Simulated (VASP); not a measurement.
HfC (relaxed from the rock salt structure, space group Fm-3m): computed properties

Calculation: PBEsol GGA, VASP's PBE PAW potentials (set 64) (plane waves; VASP).

| Item | Value |
|---|---|
| space group | Fm-3m (225) |
| cell | a = 4.605 Å, b = 4.605 Å, c = 4.605 Å, α = 90.00°, β = 90.00°, γ = 90.00° |
| volume per atom | 12.21 Å³/atom |
| band gap (over mesh and band path) | none (metal, semimetal or under 0.01 eV) |
| density | 12.96 g/cm³ |

```cif
data_CHf
_chemical_formula_sum 'Hf1 C1'
_space_group_name_H-M_alt 'P 1'
_space_group_IT_number 1
_cell_length_a 3.25635
_cell_length_b 3.25635
_cell_length_c 3.25635
_cell_angle_alpha 60.000
_cell_angle_beta 60.000
_cell_angle_gamma 60.000
loop_
_space_group_symop_operation_xyz
  'x, y, z'
loop_
_atom_site_label
_atom_site_type_symbol
_atom_site_fract_x
_atom_site_fract_y
_atom_site_fract_z
_atom_site_occupancy
Hf1 Hf 0.00000 0.00000 0.00000 1
C1 C 0.50000 0.50000 0.50000 1
```

Unless said otherwise, spin-orbit coupling is left out, though it shifts the bands of the heavy elements here.

The structure was generated: HfC was put into the rock salt type (Fm-3m), which need not be its known phase. It was relaxed first, which changed the volume by -39 %. Symmetry was kept, so distortions that lower it aren't found.
